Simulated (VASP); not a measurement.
CdSiGe62 (a cell with a defect): relaxation of the atoms with PBEsol

CdSiGe62 (a cell with a defect):

```
Cd Ge Si
1.0
    11.38000    0.00000    0.00000
     0.00000   11.38000    0.00000
     0.00000    0.00000   11.38000
Cd Ge Si
1 62 1
Cartesian
  0.0053 11.3760 0.0294
  2.8340 11.3729 2.8473
  2.8410 2.8306 11.3775
  1.4182 1.4298 1.4024
  1.4140 4.2814 4.2899
  4.2492 1.4303 4.2556
  4.2571 4.2570 1.4174
  0.0120 0.0086 5.6907
  11.3756 2.8450 8.5337
  2.8546 11.3724 8.5349
  2.8438 2.8444 5.6930
  1.4249 1.4386 7.1115
  1.4414 4.2638 9.9517
  4.2687 1.4268 9.9608
  4.2831 4.2813 7.1185
  11.3759 5.6888 0.0171
  0.0027 8.5192 2.8367
  2.8380 5.7039 2.8437
  2.8723 8.5429 0.0015
  1.4172 7.1242 1.4196
  1.4125 9.9644 4.2677
  4.2819 7.1116 4.2329
  4.2770 9.9348 1.4411
  0.0220 5.6848 5.6759
  11.3631 8.5455 8.5326
  2.8378 5.6871 8.5602
  2.8492 8.5440 5.6994
  1.4348 7.1253 7.1039
  1.4199 9.9483 9.9489
  4.2813 7.1064 9.9565
  4.2591 9.9503 7.1220
  5.6846 11.3742 0.0060
  5.6960 2.8546 2.8471
  8.5138 0.0076 2.8510
  8.5473 2.8348 0.0305
  7.0976 1.4313 1.4231
  7.1066 4.2774 4.2641
  9.9293 1.4084 4.2730
  9.9845 4.2496 1.4223
  5.7075 0.0073 5.6855
  5.6728 2.8235 8.5260
  8.5305 11.3528 8.5145
  8.5387 2.8401 5.6809
  7.1076 1.4127 7.1237
  7.1323 4.2926 9.9661
  9.9665 1.4402 9.9785
  9.9752 4.2822 7.1048
  5.6707 5.7006 11.3789
  5.6893 8.5243 2.8293
  8.5519 5.6956 2.8321
  8.5397 8.5387 0.0063
  7.1395 7.1121 1.4070
  7.1129 9.9497 4.2741
  9.9600 7.1167 4.2606
  9.9625 9.9513 1.4288
  5.6864 5.6765 5.6960
  5.6815 8.5524 8.5404
  8.5407 5.6912 8.5343
  8.5062 8.5498 5.6802
  7.1241 7.1048 7.1108
  7.1098 9.9449 9.9554
  9.9633 7.1075 9.9422
  9.9506 9.9605 7.1264
  11.3770 2.8463 2.8641
```

The cell was built by a generator and needn't be a form met in nature.

* Program: VASP 6.6.1
* Task: relaxation of the atoms
* Functional: PBEsol
* Potentials or basis: VASP PAW PBE potentials, release 64 (Cd, Ge, Si)
* Cutoff: 360 eV
* k mesh: 2 × 2 × 2
* Occupations: gaussian, width 0.02 eV
* Spin: no spin polarisation
* Charge: -2
* Further INCAR settings: ALGO = Normal; EDIFF = 1e-06; IBRION = 2; EDIFFG = -0.01; NSW = 60; NELECT = 266

```yaml
Energy_gained_by_relaxing: 5.8 meV/atom
Ionic_steps: 16
Largest_force_after_relaxing: 0.008 eV/Å
Band_gap_on_the_k_mesh: 0.04 eV, direct
```

Forces in eV/Å, atoms in the order of the input:
```
Cd   0.005  0.005  0.001
Ge  -0.003  0.001  0.000
Ge   0.001  0.000  0.000
Ge   0.001  0.005  0.004
Ge   0.001  0.000  0.001
Ge   0.002 -0.003 -0.001
Ge   0.002 -0.003  0.001
Ge   0.005  0.000 -0.003
Ge  -0.002  0.001 -0.001
Ge   0.000 -0.001 -0.001
Ge  -0.003  0.000 -0.006
Ge   0.002 -0.002 -0.005
Ge  -0.003  0.003  0.001
Ge   0.003  0.002  0.001
Ge  -0.001 -0.002 -0.001
Ge  -0.001 -0.001 -0.001
Ge   0.001 -0.001 -0.001
Ge  -0.001 -0.002  0.004
Ge  -0.001 -0.002  0.001
Ge   0.001 -0.005  0.002
Ge  -0.001  0.001  0.003
Ge  -0.002  0.000  0.000
Ge   0.000  0.001  0.001
Ge   0.001 -0.002  0.000
Ge  -0.002  0.000  0.001
Ge   0.000  0.001  0.003
Ge  -0.004 -0.001  0.003
Ge  -0.005  0.001  0.001
Ge   0.000  0.001  0.000
Ge   0.001  0.000 -0.002
Ge   0.002  0.000  0.000
Ge   0.003  0.003 -0.001
Ge  -0.002 -0.001 -0.002
Ge   0.004  0.002 -0.001
Ge   0.000  0.001 -0.002
Ge  -0.001 -0.001 -0.002
Ge   0.002  0.000  0.002
Ge   0.000  0.003  0.003
Ge  -0.001  0.001  0.000
Ge  -0.001 -0.002  0.001
Ge   0.001  0.000 -0.002
Ge   0.001 -0.002  0.001
Ge   0.000 -0.002  0.000
Ge   0.002  0.000  0.002
Ge   0.000 -0.001  0.001
Ge   0.001  0.001  0.002
Ge   0.000 -0.001 -0.001
Ge  -0.002 -0.001  0.000
Ge   0.001  0.002  0.002
Ge  -0.001  0.002 -0.001
Ge  -0.002  0.002  0.000
Ge  -0.001  0.002  0.003
Ge   0.002  0.004 -0.002
Ge   0.000 -0.002 -0.002
Ge   0.006  0.001 -0.001
Ge   0.003 -0.001  0.000
Ge  -0.005 -0.002  0.000
Ge   0.000 -0.003  0.000
Ge  -0.001 -0.003  0.001
Ge  -0.002  0.000  0.001
Ge  -0.003  0.000 -0.003
Ge  -0.001 -0.003  0.001
Ge   0.000  0.001 -0.004
Si  -0.003  0.002 -0.002
```

The path:
```
step  energy change (eV)  largest force (eV/Å)  pressure (GPa)
   1              0.0000                1.0878            2.72
   2             -0.3053                0.3884            2.66
   3             -0.3248                0.2070            2.66
   4             -0.3516                0.1017            2.66
   5             -0.3562                0.0901            2.66
   6             -0.3627                0.0607            2.66
   7             -0.3663                0.0731            2.66
   8             -0.3700                0.0350            2.66
   9             -0.3704                0.0460            2.66
  10             -0.3717                0.0164            2.66
  11             -0.3717                0.0205            2.66
  12             -0.3722                0.0134            2.66
  13             -0.3723                0.0134            2.66
  14             -0.3724                0.0122            2.66
  15             -0.3724                0.0127            2.66
  16             -0.3725                0.0076            2.66
```

Final structure:
```cif
data_structure
_symmetry_space_group_name_H-M 'P 1'
_symmetry_Int_Tables_number 1
_cell_length_a 11.3800
_cell_length_b 11.3800
_cell_length_c 11.3800
_cell_angle_alpha 90.000
_cell_angle_beta 90.000
_cell_angle_gamma 90.000
_cell_volume 1473.76
loop_
_atom_site_label
_atom_site_type_symbol
_atom_site_fract_x
_atom_site_fract_y
_atom_site_fract_z
_atom_site_occupancy
Cd1 Cd 0.00137 0.00106 0.00142 1
Ge1 Ge 0.25001 0.00338 0.25073 1
Ge2 Ge 0.24988 0.25057 0.00343 1
Ge3 Ge 0.12502 0.13058 0.13075 1
Ge4 Ge 0.12222 0.37422 0.37425 1
Ge5 Ge 0.37588 0.12457 0.37605 1
Ge6 Ge 0.37589 0.37602 0.12433 1
Ge7 Ge 0.00010 0.00066 0.49947 1
Ge8 Ge 0.99693 0.25078 0.74929 1
Ge9 Ge 0.25067 0.99706 0.74919 1
Ge10 Ge 0.24890 0.24964 0.49974 1
Ge11 Ge 0.12457 0.12472 0.62650 1
Ge12 Ge 0.12464 0.37353 0.87530 1
Ge13 Ge 0.37324 0.12435 0.87582 1
Ge14 Ge 0.37470 0.37464 0.62507 1
Ge15 Ge 0.00028 0.49931 0.00070 1
Ge16 Ge 0.99691 0.74927 0.25075 1
Ge17 Ge 0.24879 0.49957 0.24940 1
Ge18 Ge 0.25082 0.74923 0.99701 1
Ge19 Ge 0.12460 0.62657 0.12459 1
Ge20 Ge 0.12450 0.87536 0.37356 1
Ge21 Ge 0.37460 0.62481 0.37450 1
Ge22 Ge 0.37333 0.87568 0.12454 1
Ge23 Ge 0.00000 0.49965 0.49961 1
Ge24 Ge 0.00315 0.74911 0.74910 1
Ge25 Ge 0.24969 0.49972 0.75048 1
Ge26 Ge 0.24975 0.75051 0.49951 1
Ge27 Ge 0.12482 0.62367 0.62352 1
Ge28 Ge 0.12704 0.87295 0.87298 1
Ge29 Ge 0.37629 0.62391 0.87545 1
Ge30 Ge 0.37615 0.87550 0.62387 1
Ge31 Ge 0.50015 0.99994 0.00010 1
Ge32 Ge 0.50005 0.24959 0.24950 1
Ge33 Ge 0.74992 0.99779 0.25071 1
Ge34 Ge 0.75027 0.25053 0.99799 1
Ge35 Ge 0.62644 0.12465 0.12469 1
Ge36 Ge 0.62533 0.37470 0.37466 1
Ge37 Ge 0.87774 0.12668 0.37144 1
Ge38 Ge 0.87800 0.37133 0.12690 1
Ge39 Ge 0.49999 0.00015 0.49994 1
Ge40 Ge 0.49985 0.24937 0.75074 1
Ge41 Ge 0.74934 0.00288 0.74935 1
Ge42 Ge 0.75124 0.24959 0.49910 1
Ge43 Ge 0.62430 0.12464 0.62366 1
Ge44 Ge 0.62446 0.37580 0.87592 1
Ge45 Ge 0.87319 0.12679 0.87304 1
Ge46 Ge 0.87545 0.37626 0.62389 1
Ge47 Ge 0.50014 0.49988 0.00000 1
Ge48 Ge 0.49990 0.75039 0.24936 1
Ge49 Ge 0.75135 0.49903 0.24958 1
Ge50 Ge 0.74948 0.74918 0.00274 1
Ge51 Ge 0.62446 0.62353 0.12451 1
Ge52 Ge 0.62414 0.87578 0.37596 1
Ge53 Ge 0.87544 0.62393 0.37626 1
Ge54 Ge 0.87288 0.87294 0.12699 1
Ge55 Ge 0.50019 0.50002 0.50002 1
Ge56 Ge 0.50025 0.75059 0.75046 1
Ge57 Ge 0.75046 0.50024 0.75054 1
Ge58 Ge 0.75050 0.75064 0.50021 1
Ge59 Ge 0.62533 0.62542 0.62533 1
Ge60 Ge 0.62648 0.87534 0.87544 1
Ge61 Ge 0.87573 0.62597 0.87567 1
Ge62 Ge 0.87557 0.87571 0.62619 1
Si1 Si 0.00296 0.25123 0.25152 1
```

Levels at points of the mesh, in eV from the valence-band top:
```
           k point  band 130  band 131  band 132  band 133  band 134  band 135  band 136  band 137
(0.00, 0.00, 0.00)     -0.72     -0.15     -0.01      0.00      0.04      0.12      0.14      0.15
(0.50, 0.00, 0.00)     -0.94     -0.94     -0.48     -0.43      0.43      0.44      1.17      1.23
(0.00, 0.50, 0.00)     -0.95     -0.94     -0.45     -0.42      0.42      0.44      1.19      1.19
(0.00, 0.00, 0.50)     -0.95     -0.94     -0.45     -0.42      0.42      0.44      1.19      1.19
(0.50, 0.50, 0.00)     -0.47     -0.46     -0.13     -0.11      0.93      0.95      1.03      1.05
(0.00, 0.50, 0.50)     -0.48     -0.45     -0.16     -0.11      0.93      0.97      1.03      1.06
(0.50, 0.00, 0.50)     -0.47     -0.46     -0.13     -0.11      0.93      0.95      1.03      1.05
(0.50, 0.50, 0.50)     -0.93     -0.27     -0.22     -0.22      0.46      0.48      0.49      0.49
```

It took 48 min on 8 MPI ranks on Intel(R) Xeon(R) 6975P-C (Granite Rapids) (shared host), peak memory 0.36 GiB a rank.

Caveat: the cell carries a net charge on a neutralising background, which shifts energy and pressure; the cell is charged against a uniform background, so pressure and absolute levels hang on convention; the PAW data sets were made with another functional, which shifts forces and pressure a little.
